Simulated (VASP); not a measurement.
Given:

```yaml
crystal:
  lattice:
    - [1.83597, -3.22060, 0.00000]
    - [1.83597, 3.22060, 0.00000]
    - [0.00000, 0.00000, 5.95758]
  atoms:
    - { symbol: Zr, position: [0.00000, 0.00000, 0.00000] }
    - { symbol: S, position: [0.33333, 0.66667, 0.25000] }
    - { symbol: S, position: [0.67998, 0.34664, 0.75000] }
```

These are PBE GGA, VASP's PBE PAW potentials (set 64) (plane waves; VASP) values and carry that method's errors. Settings: 400 eV cut-off, 6×6×4 Γ-centred mesh, tetrahedra with Blöchl corrections, potentials Zr_sv S.

**Question.** Give the force on each atom (eV/Å).

**Answer.** 
```csv
atom,Fx,Fy,Fz
Zr1,0.041,0.009,0.016
S2,0.131,0.029,-0.555
S3,-0.172,-0.038,0.538
```

**Question.** Give the stress tensor in GPa (positive for a compressed cell).

**Answer.** 
```
-1.43   0.27   0.99
 0.27  -2.84   0.24
 0.99   0.24  -2.26
```
The pressure is its mean diagonal, -2.18 GPa.

The compound is ZrS2 in the 1T layered structure. The cell was not relaxed at this level, atoms are displaced from their ideal sites. The run is one of a series of settings (ISMEAR = -5, SIGMA removed against the base run), some of them coarse on purpose.
